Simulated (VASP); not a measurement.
Na (bcc) is relaxed at rising pressure, each step from the one before. Symmetry mostly holds the structure type, and other phases were not tried. The mesh follows the cell, and a change of mesh leaves a small step in the series.

Data:

Space group Im-3m (No. 229); a = b = c = 4.032 Å, α = β = γ = 90.00°

| atom | site | symmetry | x | y | z |
|---|---|---|---|---|---|
| Na | 2a | m-3m | 0.0000 | 0.0000 | 0.0000 |
(The calculation used a cell of 1 atom; values per cell refer to that cell.)

Computed with LDA (Ceperley-Alder, Perdew-Zunger), VASP's LDA PAW potentials (set 64) (plane waves; VASP). Numerical set-up: 500 eV cut-off, 13×13×13 Γ-centred mesh, first-order Methfessel-Paxton smearing of 0.10 eV, potentials Na_pv.

```tsv
P (GPa)	V (Å³/atom)	H − H(0) (eV/atom)	space group	gap on the mesh (eV)	k-mesh
0	32.79	0.000	Im-3m	0.00	13×13×13
5	24.39	0.871	Im-3m	0.00	14×14×14
10	21.00	1.577	Im-3m	0.00	15×15×15
20	17.47	2.764	Im-3m	0.00	16×16×16
30	15.50	3.789	Im-3m	0.00	16×16×16
45	13.64	5.148	Im-3m	0.00	17×17×17
```

Pressures at which the relaxation failed are left out.

The compound is Na in the bcc structure.
